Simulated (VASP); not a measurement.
Data:

```xyz
1
Lattice="-2.5100 2.5100 2.5100 2.5100 -2.5100 2.5100 2.5100 2.5100 -2.5100" Properties=species:S:1:pos:R:3 pbc="T T T"
Ba     0.0000     0.0000     0.0000
```

These are vdW-DF2, VASP's PBE PAW potentials (set 64) (plane waves; VASP) values and carry that method's errors. Settings: 520 eV cut-off, 9×9×9 Γ-centred mesh, first-order Methfessel-Paxton smearing of 0.10 eV, potentials Ba_sv.

Energy and stress use the plane-wave basis of the starting cell.

The ions, cell shape and volume are relaxed. Give the cell that the relaxation ends in.

```xyz
1
Lattice="-2.5275 2.5275 2.5275 2.5275 -2.5275 2.5275 2.5275 2.5275 -2.5275" Properties=species:S:1:pos:R:3 pbc="T T T"
Ba     0.0000     0.0000     0.0000
```
Space group Im-3m (229), at a tolerance of 0.03 Å.

How do energy and volume change from the first to the last step?

The energy (σ→0) changes by -0.9 meV/atom and the volume by +2.1 %, in 5 ionic steps.

The compound is Ba in the bcc structure. This run relaxes it. Symmetry was kept, so distortions that lower it aren't found.
